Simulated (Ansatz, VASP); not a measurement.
**Two plane-wave programs on TlSn**

File INCAR:

```
ALGO = Normal
EDIFF = 1E-8
ENCUT = 520
GGA = CA
ISIF = 2
ISMEAR = -1
LASPH = T
LCHARG = F
LEFG = T
LREAL = F
LWAVE = F
NBANDS = 20
NELM = 80
PREC = Accurate
SIGMA = 0.08
```

KPOINTS

```
k-points
0
Gamma
  9 9 8
```

The input POSCAR:

```
TlSn
1.0
    3.6386691714      0.0000000000      0.0000000000
    0.0000000000      3.6386691714      0.0000000000
    0.0000000000      0.0000000000      4.4039743543
Tl Sn
1 1
Direct
    0.0000000000      0.0000000000      0.0000000000
    0.5000000000      0.5000000000      0.5000000000
```

Input for Ansatz:

```yaml
crystal:
  lattice:
    - [3.6386691714, 0.0, 0.0]
    - [0.0, 3.6386691714, 0.0]
    - [0.0, 0.0, 4.4039743543]
  atoms:
    - { symbol: Tl, position: [0.0, 0.0, 0.0] }
    - { symbol: Sn, position: [0.5, 0.5, 0.5] }
kpoints:
  mp_grid: { grid: [9, 9, 8] }
scf:
  occupations: { method: fermi_dirac, width: 0.08 }
hamiltonian:
  xc: lda
  pseudopotentials: { kind: paw }
output:
  forces: true
  stress: true
  eigenvalues: true
  efg: { contact_densities: true }
```

Change from the starting cell: volume scaled by 1.02, PAW files.

Alike in both runs: task electric field gradients; functional LDA; k mesh 9 × 9 × 8; occupations fermi-dirac, width 0.08 eV; no spin polarisation.

|  | VASP | Ansatz |
| --- | --- | --- |
| version | VASP 6.6.1 | Ansatz 0.2.0 |
| potentials or method | VASP PAW LDA potentials, release 64 (Tl_d, Sn_d) | PAW with Ansatz's default frozen-core files, scalar-relativistic |
| plane-wave cutoff (eV) | 520 | 420 |
| valence electrons in the cell | 27 | 27 |

VASP gave:

| Quantity | Value |
| --- | --- |
| pressure (GPa) | -3.9 |
| largest component of the traceless stress (GPa) | 0.45 |
| Vzz of the field gradient on the site that differs most (V/Å²) | -61.2 |

Task: What did Ansatz give for the same quantities?

Result: Pressure (GPa): -3.9; largest component of the traceless stress (GPa): 0.46; Vzz of the field gradient on the site that differs most (V/Å²): -62.7.

Ansatz warned: «gradients_without_spin_orbit».

The runs have no spin-orbit coupling, so splittings on Tl are missing.
